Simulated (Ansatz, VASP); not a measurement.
## Te: VASP beside Ansatz

Aim: how closely do two programs agree when they are given the same cell, functional and k mesh? The cell is taken from a series of VASP runs on this material, whose earlier steps may have relaxed, scaled or displaced it; both programs get it as it stands. Valence electrons are named where the data sets of a main pair hold unlike numbers.

Program: Ansatz 0.2.0. Level of theory: plane waves, with VASP 6.6.1 beside it; band structure at HSE06, spin-orbit coupling. Results are calculated unless marked as measured.

## 1. Starting point

Symmetry: P3_121, No. 152, trigonal system. The conventional cell has a = 4.457 Å, b = 4.457 Å, c = 5.929 Å, α = 90.00°, β = 90.00°, γ = 120.00°. Nearest to Te lie 2 Te at 2.84 Å.

## 2. VASP: band structure, HSE06, spin-orbit coupling

The same path points are solved in both programs, so levels can be compared one by one.

Lines of VASP's logs that name or quote its potential files are left out, and so is its time.

The run reads the wave functions of an earlier VASP run, which isn't shown here.

The input, INCAR:

```
SYSTEM = Te
PREC = Accurate
ENCUT = 350
EDIFF = 1E-06
NELM = 100
ISMEAR = 0
SIGMA = 0.03
LREAL = .FALSE.
ALGO = Normal
LHFCALC = .TRUE.
AEXX = 0.25
GGA = PE
HFSCREEN = 0.2
LASPH = .TRUE.
LNONCOLLINEAR = .TRUE.
MAGMOM = 0 0 0 0 0 0 0 0 0
NBANDS = 30
GGA_COMPAT = .FALSE.
LSORBIT = .TRUE.
PRECFOCK = Fast
LORBIT = 11
LWAVE = .FALSE.
LCHARG = .FALSE.
KPAR = 4
```

The input, POSCAR:

```
Te
1.0
    4.4572000000      0.0000000000      0.0000000000
   -2.2286000000      3.8600484297      0.0000000000
    0.0000000000      0.0000000000      5.9290000000
Te
3
Direct
    0.7367000000      0.7367000000      0.0000000000
    0.0000000000      0.2633000000      0.6666666667
    0.2633000000      0.0000000000      0.3333333333
```

The input, KPOINTS:

```
Automatic mesh
0
Gamma
4 4 3
0 0 0
```

The input, KPOINTS_OPT:

```
Line mode
10
Line-mode
Reciprocal
  0.00000000   0.00000000   0.00000000 GAMMA
  0.50000000   0.00000000   0.00000000 M

  0.50000000   0.00000000   0.00000000 M
  0.33333333   0.33333333   0.00000000 K

  0.33333333   0.33333333   0.00000000 K
  0.00000000   0.00000000   0.00000000 GAMMA

  0.00000000   0.00000000   0.00000000 GAMMA
  0.00000000   0.00000000   0.50000000 A

  0.00000000   0.00000000   0.50000000 A
  0.50000000   0.00000000   0.50000000 L

  0.50000000   0.00000000   0.50000000 L
  0.33333333   0.33333333   0.50000000 H

  0.33333333   0.33333333   0.50000000 H
  0.00000000   0.00000000   0.50000000 A

  0.50000000   0.00000000   0.50000000 L
  0.50000000   0.00000000   0.00000000 M

  0.33333333   0.33333333   0.00000000 K
  0.33333333   0.33333333   0.50000000 H
```

Potentials, in the order of the species: Te (PBE family, release 64).

Run with:

```console
$ mpirun -np 4 vasp_ncl
```

Numbers of over 12 decimals in the logs are rounded to 6 here.

The program printed:

```text
[banner, memory and clock lines left out]
running    4 mpi-ranks, on    1 nodes
 distrk:  each k-point on    1 cores,    4 groups
 distr:  one band on    1 cores,    1 groups

 POSCAR found type information on POSCAR Te
 POSCAR found :  1 types and       3 ions
 LDA part: xc-table for (Slater+PW92), standard interpolation
 found WAVECAR, reading the header
 POSCAR, INCAR and KPOINTS ok, starting setup
 FFT: planning ... GRIDC
 FFT: planning ... GRID_SOFT
 FFT: planning ... GRID
 reading WAVECAR
 the WAVECAR file was read successfully
 initial charge from wavefunction
 entering main loop
       N       E                     dE             d eps       ncg     rms          rms(c)
DAV:   1    -0.121995421188E+02   -0.12200E+02   -0.30223E+00   660   0.111E+01    0.212E+01
DAV:   2    -0.122227491360E+02   -0.23207E-01   -0.74056E-02   788   0.188E+00    0.139E+01
DAV:   3    -0.122217795839E+02    0.96955E-03   -0.38170E-03   810   0.348E-01    0.898E+00
DAV:   4    -0.122213205688E+02    0.45902E-03   -0.55967E-04   738   0.134E-01    0.550E+00
DAV:   5    -0.122212641053E+02    0.56463E-04   -0.16966E-04   746   0.737E-02    0.334E+00
DAV:   6    -0.122213011235E+02   -0.37018E-04   -0.46893E-05   752   0.399E-02    0.202E+00
DAV:   7    -0.122213428691E+02   -0.41746E-04   -0.14194E-05   756   0.228E-02    0.121E+00
DAV:   8    -0.122213739020E+02   -0.31033E-04   -0.46680E-06   740   0.135E-02    0.727E-01
DAV:   9    -0.122213940822E+02   -0.20180E-04   -0.16182E-06   722   0.805E-03    0.435E-01
DAV:  10    -0.122214069833E+02   -0.12901E-04   -0.51370E-07   458   0.485E-03    0.261E-01
DAV:  11    -0.122214149696E+02   -0.79862E-05   -0.32777E-07   414   0.411E-03    0.155E-01
DAV:  12    -0.122214196124E+02   -0.46428E-05   -0.13050E-07   402   0.263E-03    0.923E-02
DAV:  13    -0.122214223953E+02   -0.27829E-05   -0.67596E-08   396   0.185E-03    0.549E-02
DAV:  14    -0.122214240540E+02   -0.16587E-05   -0.34916E-08   360   0.126E-03    0.324E-02
DAV:  15    -0.122214250418E+02   -0.98784E-06   -0.21028E-08   354   0.893E-04
   1 F= -.12221425E+02 E0= -.12221425E+02  d E =-.582413E-12  mag=    -0.0000    -0.0000     0.0000
 Start KPOINTS_OPT (optional k-point list driver)
k-point batch [1-11\90]
       N       E                     dE             ncg
DAV:   1     0.819300459853E+03   -0.13174E+04      660
DAV:   2     0.100166676828E+02   -0.80928E+03      826
DAV:   3    -0.972976534062E+02   -0.10731E+03      772
DAV:   4    -0.101448451306E+03   -0.41508E+01      860
DAV:   5    -0.101516409639E+03   -0.67958E-01      796
DAV:   6    -0.101517847740E+03   -0.14381E-02      856
DAV:   7    -0.101517891103E+03   -0.43362E-04      734
DAV:   8    -0.101517892923E+03   -0.18202E-05      616
DAV:   9    -0.101517893044E+03   -0.12117E-06      464
[...]
k-point batch [89-90\90]
       N       E                     dE             ncg
DAV:   1     0.400900633388E+04   -0.80346E+03      120
DAV:   2     0.387517269972E+04   -0.13383E+03      176
DAV:   3     0.385706907277E+04   -0.18104E+02      138
DAV:   4     0.385639645581E+04   -0.67262E+00      160
DAV:   5     0.385638460060E+04   -0.11855E-01      152
DAV:   6     0.385638435634E+04   -0.24425E-03      148
DAV:   7     0.385638434750E+04   -0.88413E-05      140
DAV:   8     0.385638434707E+04   -0.43002E-06      108
```

OUTCAR, selected parts (step 2):

```text
ion  position               nearest neighbor table
   1  0.737  0.737  0.000-   2 2.84   3 2.84   3 3.49   2 3.49   2 3.49   3 3.49
   2  0.000  0.263  0.667-   1 2.84   3 2.84   1 3.49   1 3.49   3 3.49   3 3.49
   3  0.263  0.000  0.333-   1 2.84   2 2.84   1 3.49   1 3.49   2 3.49   2 3.49

  LATTYP: Found a hexagonal cell.
 ALAT       =     4.4572000000
 C/A-ratio  =     1.3302073050

 Subroutine GETGRP returns: Found  6 space group operations
 (whereof  2 operations were pure point group operations)

The static configuration has the point symmetry C_2 .
 The point group associated with its full space group is D_3 .

 Found     11 irreducible k-points:

   k-points           NKPTS =     11   k-points in BZ     NKDIM =     48   number of bands    NBANDS=     30

   dimension x,y,z NGX =    28 NGY =   28 NGZ =   36
   dimension x,y,z NGXF=    56 NGYF=   56 NGZF=   72

   ENCUT  =  350.0 eV  25.72 Ry    5.07 a.u.   6.80  6.80  9.04*2*pi/ulx,y,z

   NELECT =      18.0000    total number of electrons

 k-points in reciprocal lattice and weights: Automatic mesh
   0.00000000  0.00000000  0.00000000       0.021
   0.25000000  0.00000000  0.00000000       0.125
   0.50000000  0.00000000  0.00000000       0.062
   0.25000000  0.25000000  0.00000000       0.062
  -0.25000000 -0.25000000  0.00000000       0.062
   0.00000000  0.00000000  0.33333333       0.042
   0.25000000  0.00000000  0.33333333       0.125
   0.00000000  0.25000000  0.33333333       0.125
   0.50000000  0.00000000  0.33333333       0.125
   0.25000000  0.25000000  0.33333333       0.125
  -0.25000000 -0.25000000 -0.33333333       0.125

  exchange ACFDT corr.  =         0.00000000  see jH, gK, PRB 81, 115126

 average (electrostatic) potential at core
       1 -85.2512       2 -85.2512       3 -85.2512

 E-fermi :   5.4691

 k-point     1 :       0.0000    0.0000    0.0000
  band No.  band energies     occupation
    ...
     14       3.7039      1.00000
     15       3.7170      1.00000
     16       3.7170      1.00000
     17       4.6687      1.00000
     18       4.6687      1.00000
     19       6.7356      0.00000
     20       6.7356      0.00000
     21       7.3700      0.00000
     22       7.3700      0.00000
     23       7.9791      0.00000
    ...

 k-point     2 :       0.2500    0.0000    0.0000
  band No.  band energies     occupation
    ...
     14       3.8166      1.00000
     15       4.2286      1.00000
     16       4.4831      1.00000
     17       4.5736      1.00000
     18       4.7333      1.00000
     19       6.9290      0.00000
     20       7.0055      0.00000
     21       7.2466      0.00000
     22       7.2878      0.00000
     23       8.1019      0.00000
    ...

 k-point     3 :       0.5000    0.0000    0.0000
  band No.  band energies     occupation
    ...
     14       1.7583      1.00000
     15       4.2914      1.00000
     16       4.2914      1.00000
     17       4.5652      1.00000
     18       4.5652      1.00000
     19       6.9807      0.00000
     20       6.9807      0.00000
     21       7.1256      0.00000
     22       7.1256      0.00000
     23       9.1426      0.00000
    ...

  energy-cutoff  :      350.00
  volume of cell :      102.01
      direct lattice vectors                 reciprocal lattice vectors
     4.457200000  0.000000000  0.000000000     0.224356098  0.129532054  0.000000000
    -2.228600000  3.860048430  0.000000000     0.000000000  0.259064107  0.000000000
     0.000000000  0.000000000  5.929000000     0.000000000  0.000000000  0.168662506

 POSITION                                       TOTAL-FORCE (eV/Angst)
 -----------------------------------------------------------------------------------
      1.64181      2.84370      0.00000         0.062100      0.107560      0.000000
     -0.58679      1.01635      3.95267         0.062100     -0.107560     -0.000000
      1.17358      0.00000      1.97633        -0.124199     -0.000000     -0.000000
 -----------------------------------------------------------------------------------
    total drift:                               -0.000001     -0.000001     -0.000001

  FREE ENERGIE OF THE ION-ELECTRON SYSTEM (eV)
  ---------------------------------------------------
  free  energy   TOTEN  =       -12.2214250418 eV

  energy  without entropy=      -12.2214250418  energy(sigma->0) =      -12.22142504

 Spin-Orbit-Coupling matrix elements
 Ion:    1  E_soc:     -0.2192790
 Ion:    2  E_soc:     -0.2192787
 Ion:    3  E_soc:     -0.2192787

 total charge
# of ion       s       p       d       tot
------------------------------------------
    1        1.391   1.938   0.044   3.374
    2        1.391   1.938   0.044   3.374
    3        1.391   1.938   0.044   3.374
--------------------------------------------------
tot          4.174   5.814   0.133  10.122

 magnetization (x)
# of ion       s       p       d       tot
------------------------------------------
    1        0.000  -0.000   0.000  -0.000
    2        0.000  -0.000   0.000  -0.000
    3       -0.000   0.000  -0.000   0.000
--------------------------------------------------
tot          0.000   0.000   0.000   0.000

 magnetization (y)
# of ion       s       p       d       tot
------------------------------------------
    1        0.000  -0.000   0.000  -0.000
    2       -0.000   0.000  -0.000   0.000
    3        0.000  -0.000   0.000  -0.000
--------------------------------------------------
tot          0.000  -0.000   0.000  -0.000

 magnetization (z)
# of ion       s       p       d       tot
------------------------------------------
    1        0.000   0.000  -0.000  -0.000
    2        0.000   0.000   0.000   0.000
    3       -0.000   0.000  -0.000  -0.000
--------------------------------------------------
tot         -0.000   0.000   0.000   0.000

[... 3 further parts left out ...]
```

The k-mesh is coarse for exact exchange; levels may shift by about 0.1 eV on a finer one. The PAW data sets were made with PBE, which is usual practice but a small mismatch for other functionals.

[end of part 1 of 2]

[Lines on the potential files, build, host, timing and source positions are cut from VASP's logs without a mark.]

[Logs are printed without paths, hosts, clocks, repeated set-up lines and the standing remarks that a program may print on its own settings, such as how far it seeks lower states.]

[Hosts, paths, dates, database ids (printed as entryN), source tags and the programs' standing remarks are cut or masked in the printed files.]
